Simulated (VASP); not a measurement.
Here is the system:

```
NiO
1.0
    4.14822     2.07105     2.07105
    2.07105     4.14822     2.07105
    2.07105     2.07105     4.14822
Ni O
2 2
Direct
  0.00000   0.00000   0.00000
  0.50000   0.50000   0.50000
  0.25000   0.25000   0.25000
  0.75000   0.75000   0.75000
```
Starting moments (μB, in the order of the record's atoms Ni Ni O O): 1.6 -1.6 0.0 0.0.

Calculation: r2SCAN+rVV10, VASP's PBE PAW potentials (set 64) (plane waves; VASP). Run with 520 eV cut-off, 8×8×8 Γ-centred mesh, Gaussian smearing of 0.050 eV, potentials Ni O.

What does the run give for the cell moment, energy per atom (σ→0)?

| Quantity | Value |
|---|---|
| cell moment | 0.00 μB |
| energy per atom (σ→0) | -9.942 eV/atom |

Give the moment on each site (PAW-sphere projection).

```csv
site,moment (μB)
Ni1,1.55
Ni2,-1.55
O3,0.00
O4,0.00
```

Only differences to runs with the same potentials and settings are physical.

The compound is NiO in the rock salt, AFM-II order structure. It was relaxed first. The start is the result of an earlier pass.
